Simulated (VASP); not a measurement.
A convergence study with VASP on BP (zinc blende): a few settings are varied, all else stays as given below, so the limit is that of these other settings. The cell's lengths are 1 % over those of the tabulated start and one atom is moved, so it is off equilibrium.

```
BP
1.0
    0.00000     2.29270     2.29270
    2.29270     0.00000     2.29270
    2.29270     2.29270     0.00000
B P
1 1
Direct
  0.00000   0.00000   0.00000
  0.23678   0.26322   0.26322
```

Computed with PBEsol GGA, VASP's PBE PAW potentials (set 64) (plane waves; VASP 6.6.1). The last row used: 900 eV cut-off, 8×8×8 Γ-centred mesh, Gaussian smearing of 0.050 eV, potentials B P_h.

Gaps are read on the run's mesh, which can miss a band edge. Energies of different potentials or hybrids have different zeros.

| setting | E (eV/atom) | pressure (GPa) | gap on the mesh (eV) | plane waves |
|---|---|---|---|---|
| ENCUT = 300, POTCAR B P | -6.8008 | -7.32 | 0.709 | 295 |
| ENCUT = 520, POTCAR B P | -6.8091 | -6.31 | 0.715 | 660 |
| ENCUT = 900, POTCAR B P | -6.8103 | -6.28 | 0.716 | 1490 |
| ENCUT = 300, POTCAR B_s P | -6.8014 | -6.60 | 0.712 | 295 |
| ENCUT = 400, POTCAR B_s P | -6.8051 | -6.32 | 0.715 | 445 |
| ENCUT = 520, POTCAR B_s P | -6.8069 | -6.25 | 0.716 | 660 |
| ENCUT = 700, POTCAR B_s P | -6.8073 | -6.19 | 0.716 | 1036 |
| ENCUT = 900, POTCAR B_s P | -6.8074 | -6.20 | 0.716 | 1490 |
| ENCUT = 300, POTCAR B_h P | -6.6868 | -12.33 | 0.606 | 295 |
| ENCUT = 400, POTCAR B_h P | -6.7463 | -9.72 | 0.663 | 445 |
| ENCUT = 520, POTCAR B_h P | -6.7902 | -7.89 | 0.704 | 660 |
| ENCUT = 700, POTCAR B_h P | -6.8085 | -6.71 | 0.715 | 1036 |
| ENCUT = 900, POTCAR B_h P | -6.8111 | -6.37 | 0.717 | 1490 |
| ENCUT = 300, POTCAR B P_h | -6.7937 | -7.09 | 0.716 | 295 |
| ENCUT = 400, POTCAR B P_h | -6.8083 | -6.42 | 0.716 | 445 |
| ENCUT = 520, POTCAR B P_h | -6.8116 | -6.39 | 0.716 | 660 |
| ENCUT = 700, POTCAR B P_h | -6.8131 | -6.29 | 0.716 | 1036 |
| ENCUT = 900, POTCAR B P_h | -6.8131 | -6.29 | 0.716 | 1490 |

Left out are rungs that failed or repeat a setting and relaxations that didn't move; long series are thinned to 24 rows.

The compound is BP in the zinc blende structure. The cell was not relaxed at this level, it is distorted from the ideal structure.
